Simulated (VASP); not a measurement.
The system is MgSn2N2.

```
Mg Sn N
1.0
     3.50000    0.00000    0.00000
    -1.75000    3.03109    0.00000
     0.00000    0.00000    8.40000
Mg Sn N
1 2 2
Direct
  0.00000 0.00000 0.00000
  0.66667 0.33333 0.23000
  0.33333 0.66667 0.77000
  0.33333 0.66667 0.12000
  0.66667 0.33333 0.88000
```

The cell was built by a generator and needn't be a form met in nature.

| Quantity | Value |
| --- | --- |
| Program | VASP 6.6.1 |
| Task | relaxation of cell and atoms |
| Functional | PBE |
| Potentials or basis | VASP PAW PBE potentials, release 64 (Mg, Sn_d, N) |
| Cutoff | 520 eV |
| k mesh | 5 × 5 × 2 |
| Occupations | gaussian, width 0.15 eV |
| Spin | no spin polarisation |

At the start: pressure 14.3 GPa; volume 17.82 Å³/atom.

Question: How do energy, volume and symmetry change on relaxing?

Answer: Over 15 steps the energy falls by 559.6 meV/atom and the volume is 18.28 Å³/atom (+2.6 %); space group P-3m1 (No. 164, to 0.05 Å).

Step by step:
| step | energy change (eV) | largest force (eV/Å) | pressure (GPa) | volume (Å³) |
| --- | --- | --- | --- | --- |
| 1 | 0.0000 | 4.4644 | 14.34 | 89.11 |
| 2 | -1.1406 | 1.5341 | -10.15 | 111.09 |
| 3 | -1.4349 | 0.8506 | -5.42 | 103.56 |
| 4 | -2.2657 | 1.5203 | -5.96 | 99.67 |
| 5 | -2.3805 | 1.8055 | -6.05 | 98.01 |
| 6 | -2.6789 | 0.6704 | 5.87 | 86.81 |
| 7 | -2.7330 | 0.7238 | 2.35 | 89.67 |
| 8 | -2.7846 | 0.2571 | 0.44 | 91.59 |
| 9 | -2.7860 | 0.3273 | 0.36 | 91.87 |
| 10 | -2.7895 | 0.1523 | -0.69 | 92.50 |
| 11 | -2.7899 | 0.1083 | -0.10 | 92.31 |
| 12 | -2.7899 | 0.1273 | -0.49 | 92.37 |
| 13 | -2.7900 | 0.1169 | -0.41 | 92.34 |
| 14 | -2.7932 | 0.0914 | -0.10 | 91.99 |
| 15 | -2.7978 | 0.0729 | 0.35 | 91.42 |

Final structure:
```yaml
crystal:
  lattice:
    - [3.24918, 0.00000, 0.00000]
    - [-1.62459, 2.81387, 0.00000]
    - [0.00000, 0.00000, 9.99900]
  atoms:
    - { symbol: Mg, position: [0.00000, 0.00000, 0.00000] }
    - { symbol: Sn, position: [0.66667, 0.33333, 0.26077] }
    - { symbol: Sn, position: [0.33333, 0.66667, 0.73923] }
    - { symbol: N, position: [0.33333, 0.66667, 0.13019] }
    - { symbol: N, position: [0.66667, 0.33333, 0.86981] }
```
